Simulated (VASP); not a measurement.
Method: PBEsol GGA, VASP's PBE PAW potentials (set 64) (plane waves; VASP).

VASP ran on this input.

KPOINTS:
```
Automatic mesh
0
Gamma
5 2 5
0 0 0
```

**INCAR**
```
SYSTEM=Ta2O5
PREC=Accurate; ENCUT=520; LREAL=Auto
LASPH=T
EDIFF=1E-6; NELM=100; ALGO=Normal
LMAXMIX=6
ISMEAR=0; SIGMA=0.05
GGA=PS
IBRION=2; NSW=60; ISIF=3
EDIFFG=-0.02
LWAVE=F; LCHARG=F
```

POSCAR:
```
Ta2O5
1
    3.8370488987     0.0000000000     0.0000000000
    0.0000000000    13.0211463161     0.0000000000
    0.0000000000     0.0000000000     3.8773535468
Ta O
4 10
Direct
  0.0000000000   0.1460417008   0.0224344550
  0.0000000000   0.8539582992   0.0224344550
  0.5000000000   0.3539582992   0.9775655450
  0.5000000000   0.6460417008   0.9775655450
  0.5000000000   0.1852682592   0.0019819215
  0.5000000000   0.8147317408   0.0019819215
  0.0000000000   0.3147317408   0.9980180785
  0.0000000000   0.6852682592   0.9980180785
  0.0000000000   0.8509820283   0.5079739347
  0.0000000000   0.1490179717   0.5079739347
  0.5000000000   0.6490179717   0.4920260653
  0.5000000000   0.3509820283   0.4920260653
  0.5000000000   0.5000000000   0.9951125164
  0.0000000000   0.0000000000   0.0048874836
```

POTCAR, in this order: Ta_pv O (PBE.64 set). Program: vasp_std.

The resulting files:

### OUTCAR
```
 ion  position               nearest neighbor table
   1  0.000  0.146  0.022-  10 1.88  14 1.90   5 1.99   5 1.99  10 2.00   7 2.20   3 3.32   3 3.32
  LATTYP: Found a simple orthorhombic cell.
 ALAT       =     3.8370488987
 B/A-ratio  =     1.0105040747
 C/A-ratio  =     3.3935315030
 Subroutine PRICEL returns:
 Original cell was already a primitive cell.
 Subroutine GETGRP returns: Found  8 space group operations
The static configuration has the point symmetry C_2v.
 The point group associated with its full space group is D_2h.
The dynamic configuration has the point symmetry C_2v.
 Subroutine INISYM returns: Found  8 space group operations
 Subroutine IBZKPT returns following result:
 Found     18 irreducible k-points:

 Following reciprocal coordinates:
            Coordinates               Weight
  0.000000  0.000000  0.000000      1.000000
  0.200000  0.000000  0.000000      2.000000
  0.400000  0.000000  0.000000      2.000000
  0.000000  0.500000  0.000000      1.000000
  0.200000  0.500000  0.000000      2.000000
  0.400000  0.500000  0.000000      2.000000
  0.000000  0.000000  0.200000      2.000000
...
```

**OSZICAR**
```
       N       E                     dE             d eps       ncg     rms          rms(c)
DAV:   1     0.982907033009E+03    0.98291E+03   -0.58351E+04  2240   0.166E+03
DAV:   2    -0.916150840494E+02   -0.10745E+04   -0.10493E+04  2724   0.462E+02
DAV:   3    -0.167845776741E+03   -0.76231E+02   -0.75872E+02  2488   0.126E+02
DAV:   4    -0.169425144647E+03   -0.15794E+01   -0.15758E+01  2792   0.189E+01
DAV:   5    -0.169453998534E+03   -0.28854E-01   -0.28823E-01  2692   0.241E+00    0.736E+01
DAV:   6    -0.143106334928E+03    0.26348E+02   -0.14748E+02  2648   0.546E+01    0.293E+01
DAV:   7    -0.142467089754E+03    0.63925E+00   -0.98755E+00  2562   0.136E+01    0.156E+01
DAV:   8    -0.142262279194E+03    0.20481E+00   -0.91989E-01  2848   0.527E+00    0.114E+00
DAV:   9    -0.142254222760E+03    0.80564E-02   -0.71918E-02  2928   0.149E+00    0.531E-01
DAV:  10    -0.142255015137E+03   -0.79238E-03   -0.10634E-02  2600   0.501E-01    0.259E-01
DAV:  11    -0.142256458317E+03   -0.14432E-02   -0.32461E-03  3016   0.287E-01    0.791E-02
DAV:  12    -0.142256668719E+03   -0.21040E-03   -0.51139E-04  2936   0.112E-01    0.358E-02
DAV:  13    -0.142256793054E+03   -0.12433E-03   -0.17815E-04  2570   0.537E-02    0.155E-02
DAV:  14    -0.142256848920E+03   -0.55866E-04   -0.50831E-05  2528   0.278E-02    0.850E-03
DAV:  15    -0.142256852375E+03   -0.34549E-05   -0.77040E-06  2712   0.115E-02    0.460E-03
DAV:  16    -0.142256856904E+03   -0.45298E-05   -0.67628E-06  2172   0.969E-03    0.190E-03
DAV:  17    -0.142256857019E+03   -0.11437E-06   -0.41826E-07  1454   0.345E-03
   1 F= -.14225686E+03 E0= -.14225686E+03  d E =-.142257E+03
       N       E                     dE             d eps       ncg     rms          rms(c)
DAV:   1    -0.142260374046E+03   -0.35171E-02   -0.33751E-01  2304   0.303E+00    0.444E-01
DAV:   2    -0.142258401936E+03    0.19721E-02   -0.14711E-02  2418   0.660E-01    0.234E-01
DAV:   3    -0.142257433094E+03    0.96884E-03   -0.37322E-03  2650   0.306E-01    0.945E-02
DAV:   4    -0.142257305046E+03    0.12805E-03   -0.60740E-04  2668   0.120E-01    0.562E-02
DAV:   5    -0.142257285811E+03    0.19235E-04   -0.11554E-04  2640   0.470E-02    0.350E-02
DAV:   6    -0.142257284905E+03    0.90609E-06   -0.20968E-05  2620   0.266E-02    0.239E-02
DAV:   7    -0.142257284741E+03    0.16401E-06   -0.59062E-06  2358   0.119E-02
   2 F= -.14225728E+03 E0= -.14225728E+03  d E =-.427722E-03
       N       E                     dE             d eps       ncg     rms          rms(c)
DAV:   1    -0.142257837417E+03   -0.55251E-03   -0.41134E-02  2286   0.106E+00    0.156E-01
DAV:   2    -0.142257592261E+03    0.24516E-03   -0.18008E-03  2376   0.230E-01    0.822E-02
DAV:   3    -0.142257471563E+03    0.12070E-03   -0.43718E-04  2636   0.103E-01    0.324E-02
DAV:   4    -0.142257455783E+03    0.15779E-04   -0.72140E-05  2654   0.409E-02    0.191E-02
DAV:   5    -0.142257452932E+03    0.28514E-05   -0.12359E-05  2478   0.155E-02    0.121E-02
DAV:   6    -0.142257452475E+03    0.45736E-06   -0.23578E-06  1840   0.966E-03
   3 F= -.14225745E+03 E0= -.14225745E+03  d E =-.595456E-03
       N       E                     dE             d eps       ncg     rms          rms(c)
DAV:   1    -0.142256733923E+03    0.71901E-03   -0.30747E-01  2244   0.286E+00    0.249E-01
DAV:   2    -0.142258104587E+03   -0.13707E-02   -0.22785E-02  2292   0.722E-01    0.151E-01
DAV:   3    -0.142257940315E+03    0.16427E-03   -0.98692E-04  2816   0.160E-01    0.648E-02
DAV:   4    -0.142257895315E+03    0.45000E-04   -0.21255E-04  2756   0.737E-02    0.234E-02
DAV:   5    -0.142257887845E+03    0.74703E-05   -0.35771E-05  2904   0.326E-02    0.140E-02
DAV:   6    -0.142257888076E+03   -0.23105E-06   -0.12036E-05  2802   0.158E-02    0.934E-03
DAV:   7    -0.142257887204E+03    0.87196E-06   -0.30575E-06  1938   0.914E-03
   4 F= -.14225789E+03 E0= -.14225789E+03  d E =-.434729E-03
       N       E                     dE             d eps       ncg     rms          rms(c)
DAV:   1    -0.142257875944E+03    0.12132E-04   -0.61636E-03  2292   0.405E-01    0.350E-02
DAV:   2    -0.142257903813E+03   -0.27870E-04   -0.45763E-04  2316   0.102E-01    0.213E-02
DAV:   3    -0.142257900630E+03    0.31838E-05   -0.18196E-05  2808   0.218E-02    0.895E-03
DAV:   4    -0.142257899982E+03    0.64717E-06   -0.36383E-06  2126   0.984E-03
   5 F= -.14225790E+03 E0= -.14225790E+03  d E =-.447508E-03
       N       E                     dE             d eps       ncg     rms          rms(c)
DAV:   1    -0.142257951495E+03   -0.50865E-04   -0.56076E-02  2244   0.124E+00    0.121E-01
DAV:   2    -0.142258100966E+03   -0.14947E-03   -0.32685E-03  2334   0.264E-01    0.572E-02
DAV:   3    -0.142258074802E+03    0.26163E-04   -0.10333E-04  2694   0.528E-02    0.148E-02
DAV:   4    -0.142258074038E+03    0.76462E-06   -0.10344E-05  2652   0.159E-02    0.755E-03
DAV:   5    -0.142258074676E+03   -0.63796E-06   -0.94596E-07  1528   0.480E-03
   6 F= -.14225807E+03 E0= -.14225807E+03  d E =-.174693E-03
```

OUTCAR:
```
------------------------ aborting loop because EDIFF is reached ----------------------------------------
  FORCE on cell =-STRESS in cart. coord.  units (eV):
  Direction    XX          YY          ZZ          XY          YZ          ZX
  --------------------------------------------------------------------------------------
  Total        0.0466546      0.1013947     -0.0363005      0.0000000      0.0000000      0.0000000
  in kB        0.3861252      0.8391670     -0.3004316      0.0000000      0.0000000      0.0000000
  external PRESSURE =       0.3082869 kB  Pullay stress =       0.0000000 kB
  volume of cell :      193.59
      direct lattice vectors                 reciprocal lattice vectors
     3.842036584  0.000000000  0.000000000     0.260278625  0.000000000  0.000000000
     0.000000000 13.007103034  0.000000000     0.000000000  0.076881070  0.000000000
     0.000000000  0.000000000  3.873781990     0.000000000  0.000000000  0.258145658
 POSITION                                       TOTAL-FORCE (eV/Angst)
 -----------------------------------------------------------------------------------
      0.00000      1.90219      0.08283         0.000000     -0.007318     -0.012627
      0.00000     11.10491      0.08283         0.000000      0.007318     -0.012627
      1.92102      4.60136      3.79095        -0.000000      0.007318      0.012627
      1.92102      8.40575      3.79095        -0.000000     -0.007318      0.012627
      1.92102      2.41184      0.00852         0.000000     -0.012533      0.007251
      1.92102     10.59527      0.00852         0.000000      0.012533      0.007251
      3.84204      4.09171      3.86527        -0.000000      0.012533     -0.007251
      3.84204      8.91539      3.86527        -0.000000     -0.012533     -0.007251
      0.00000     11.06631      1.96931         0.000000     -0.014616     -0.013498
      0.00000      1.94080      1.96931         0.000000      0.014616     -0.013498
      1.92102      8.44435      1.90447        -0.000000      0.014616      0.013498
      1.92102      4.56275      1.90447        -0.000000     -0.014616      0.013498
      1.92102      6.50355      3.85347         0.000000      0.000000     -0.008070
      3.84204     13.00710      0.02031         0.000000      0.000000      0.008070
 -----------------------------------------------------------------------------------
    total drift:                                0.000000      0.000000      0.000000
  FREE ENERGIE OF THE ION-ELECTRON SYSTEM (eV)
  ---------------------------------------------------
  free  energy   TOTEN  =      -142.2580746755 eV

  energy  without entropy=     -142.2580746755  energy(sigma->0) =     -142.25807468

 reached required accuracy - stopping structural energy minimisation
```
(Selected blocks of OUTCAR.)

CONTCAR:
```
Ta2O5
   1.00000000000000
     3.8420365836194970    0.0000000000000000    0.0000000000000000
     0.0000000000000000   13.0071030338377458    0.0000000000000000
     0.0000000000000000    0.0000000000000000    3.8737819896179535
  Ta              O
     4    10
Direct
     0.0000000000000000    0.1462427229829524    0.0213818966851666
     0.0000000000000000    0.8537572770170476    0.0213818966851666
     0.5000000000000000    0.3537572770170476    0.9786181033148335
     0.5000000000000000    0.6462427229829524    0.9786181033148335
     0.5000000000000000    0.1854245824927016    0.0021983408788727
     0.5000000000000000    0.8145754175072984    0.0021983408788727
     1.0000000000000000    0.3145754175072983    0.9978016591211274
     1.0000000000000000    0.6854245824927016    0.9978016591211274
     0.0000000000000000    0.8507894392335354    0.5083684778045250
     0.0000000000000000    0.1492105607664646    0.5083684778045250
     0.5000000000000000    0.6492105607664646    0.4916315221954750
     0.5000000000000000    0.3507894392335354    0.4916315221954750
     0.5000000000000000    0.5000000000000000    0.9947576217582008
     1.0000000000000000    1.0000000000000000    0.0052423782417992
```

**OUTCAR**
```
 val. band max:        0.7822940924   @ k =   0.4000   0.0000   0.4000

 cond. band min:       3.0813849368   @ k =   0.0000   0.0000   0.0000


 Fermi energy:         1.0293217512

 k-point     1 :       0.0000    0.0000    0.0000
  band No.  band energies     occupation
      1     -33.7040      2.00000
      2     -33.6249      2.00000
      3     -33.5321      2.00000
      4     -33.5284      2.00000
      5     -33.5253      2.00000
      6     -33.4614      2.00000
      7     -33.4583      2.00000
      8     -33.4492      2.00000
      9     -33.3256      2.00000
     10     -33.3223      2.00000
     11     -33.3084      2.00000
     12     -33.3050      2.00000
     13     -17.5641      2.00000
     14     -17.3823      2.00000
     15     -16.7569      2.00000
     16     -16.7464      2.00000
     17     -16.2808      2.00000
     18     -16.0399      2.00000
     19     -16.0122      2.00000
     20     -15.9587      2.00000
     21     -15.9535      2.00000
     22     -15.8408      2.00000
     23      -5.1417      2.00000
     24      -4.3257      2.00000
     25      -4.2084      2.00000
     26      -4.1893      2.00000
     27      -4.1505      2.00000
     28      -2.6843      2.00000
     29      -2.4202      2.00000
     30      -2.2857      2.00000
     31      -2.2713      2.00000
     32      -2.0704      2.00000
     33      -1.8387      2.00000
     34      -1.6870      2.00000
     35      -1.6450      2.00000
     36      -1.5916      2.00000
     37      -1.5511      2.00000
     38      -1.2306      2.00000
     39      -0.8958      2.00000
     40      -0.8368      2.00000
     41      -0.5897      2.00000
     42      -0.3785      2.00000
     43      -0.2112      2.00000
     44      -0.1971      2.00000
     45      -0.0463      2.00000
     46      -0.0382      2.00000
     47      -0.0368      2.00000
     48       0.0442      2.00000
     49       0.0696      2.00000
     50       0.1246      2.00000
     51       0.2279      2.00000
...
```

Unless said otherwise, spin-orbit coupling is left out, though it shifts the bands of the heavy elements here.

The structure comes from a computed database's Ta2O5 entry (Pmmn); how it stands against other phases isn't given here. This run relaxes it. Symmetry was kept, so distortions that lower it aren't found. The start is the result of an earlier pass.
